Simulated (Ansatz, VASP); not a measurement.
## BeAl3: VASP beside Ansatz

The input INCAR:

```
PREC = Accurate ; ENCUT = 520
EDIFF = 1E-7 ; ISMEAR = -1
SIGMA = 0.05 ; LREAL = F
LASPH = T ; NELM = 100
ALGO = Normal ; ISIF = 2
LWAVE = F ; LCHARG = F
GGA = PE ; NBANDS = 14
```

KPOINTS

```
Automatic mesh
0
Gamma
  10 10 10
```

Contents of POSCAR:

```
BeAl3
1.0
   -1.9550535669      1.9550535669      3.8774029686
    1.9550535669     -1.9550535669      3.8774029686
    1.9550535669      1.9550535669     -3.8774029686
Al Be
3 1
Direct
    0.5000000000      0.5000000000      0.0000000000
    0.2500000000      0.7500000000      0.5000000000
    0.7500000000      0.2500000000      0.5000000000
    0.0000000000      0.0000000000      0.0000000000
```

The input input.yaml:

```yaml
crystal:
  lattice:
    - [-1.9550535669, 1.9550535669, 3.8774029686]
    - [1.9550535669, -1.9550535669, 3.8774029686]
    - [1.9550535669, 1.9550535669, -3.8774029686]
  atoms:
    - { symbol: Al, position: [0.5, 0.5, 0.0] }
    - { symbol: Al, position: [0.25, 0.75, 0.5] }
    - { symbol: Al, position: [0.75, 0.25, 0.5] }
    - { symbol: Be, position: [0.0, 0.0, 0.0] }
hamiltonian:
  xc: pbe
  pseudopotentials: { kind: paw }
kpoints:
  mp_grid: { grid: [10, 10, 10] }
scf:
  occupations: { method: fermi_dirac, width: 0.05 }
output:
  forces: true
  stress: true
  eigenvalues: true
```

Change from the starting cell: volume scaled by 1.02.

Alike in both runs: task single point; functional PBE; k mesh 10 × 10 × 10; occupations fermi-dirac, width 0.05 eV; no spin polarisation.

|  | VASP | Ansatz |
| --- | --- | --- |
| version | VASP 6.6.1 | Ansatz 0.2.0 |
| potentials or method | VASP PAW PBE potentials, release 64 (Al, Be) | Ansatz PAW |
| plane-wave cutoff (eV) | 520 | 420 |
| valence electrons in the cell | 11 | 11 |

|  | VASP | Ansatz | Ansatz less VASP |
| --- | --- | --- | --- |
| gap on the k mesh at the Fermi level (eV) | none | none | - |
| pressure (GPa) | -1.1 | -1.1 | +0.02 |
| largest component of the traceless stress (GPa) | 0.58 | 0.58 | +0.002 |

A gap of «none» marks a metal or a gap that the smearing closes. The functional is the same, so the differences come from potentials, cutoffs and numerics.
